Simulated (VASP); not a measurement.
The system is Mo.

```
Mo
1.0
    -1.57342    1.57342    1.57342
     1.57342   -1.57342    1.57342
     1.57342    1.57342   -1.57342
Mo
1
Direct
  0.00000 0.00000 0.00000
```

| Quantity | Value |
| --- | --- |
| Program | VASP 6.6.1 |
| Task | relaxation of cell and atoms |
| Functional | LDA |
| Potentials or basis | VASP PAW LDA potentials, release 64 (Mo_sv) |
| Cutoff | 520 eV |
| k mesh | 18 × 18 × 18 |
| Occupations | gaussian, width 0.1 eV |
| Spin | no spin polarisation |

At the start: pressure -8.2 GPa; volume 15.58 Å³/atom.

Q: How do energy, volume and symmetry change on relaxing?

A: Over 7 steps the energy falls by 12.1 meV/atom and the volume is 15.12 Å³/atom (-2.9 %); space group Im-3m (No. 229, to 0.05 Å).

The path:
```tsv
step	energy change (eV)	largest force (eV/Å)	pressure (GPa)	volume (Å³)
1	0.0000	0.0000	-8.23	15.58
2	0.1035	0.0000	31.27	13.84
3	-0.0121	0.0000	-0.33	15.14
4	-0.0121	0.0000	-0.05	15.12
5	-0.0121	0.0000	0.13	15.11
6	-0.0121	0.0000	-0.31	15.14
7	-0.0121	0.0000	0.00	15.12
```

Final structure:
```cif
data_structure
_symmetry_space_group_name_H-M 'P 1'
_symmetry_Int_Tables_number 1
_cell_length_a 2.6982
_cell_length_b 2.6982
_cell_length_c 2.6982
_cell_angle_alpha 109.471
_cell_angle_beta 109.471
_cell_angle_gamma 109.471
_cell_volume 15.12
loop_
_atom_site_label
_atom_site_type_symbol
_atom_site_fract_x
_atom_site_fract_y
_atom_site_fract_z
_atom_site_occupancy
Mo1 Mo 0.00000 0.00000 0.00000 1
```
